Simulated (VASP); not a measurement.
```
CELL_PARAMETERS angstrom
     -1.90943     1.90943     4.85366
      1.90943    -1.90943     4.85366
      1.90943     1.90943    -4.85366
ATOMIC_POSITIONS crystal
  Ti 0.00000 0.00000 0.00000
  Ti 0.75000 0.25000 0.50000
  O  0.95715 0.45715 0.50000
  O  0.20715 0.20715 0.00000
  O  0.79285 0.79285 0.00000
  O  0.54285 0.04285 0.50000
```

Method: PBE GGA, VASP's PBE PAW potentials (set 64) (plane waves; VASP 6.6.1). Numerical set-up: 400 eV cut-off, 8×8×8 Γ-centred mesh, Fermi-Dirac smearing of 0.050 eV, potentials Ti_sv O.

At this cut-off the stress carries a Pulay error, which pulls relaxed volumes low.

Q: What does the run give for the energy per atom (σ→0), pressure, largest force?

A: 
| Property | Value |
|---|---|
| energy per atom (σ→0) | -8.985 eV/atom |
| pressure | -79.2 kbar |
| largest force | 0.084 eV/Å |

Only differences to runs with the same potentials and settings are physical.

The structure comes from a computed database's TiO2 entry; how it stands against other phases isn't given here. The cell was not relaxed at this level.
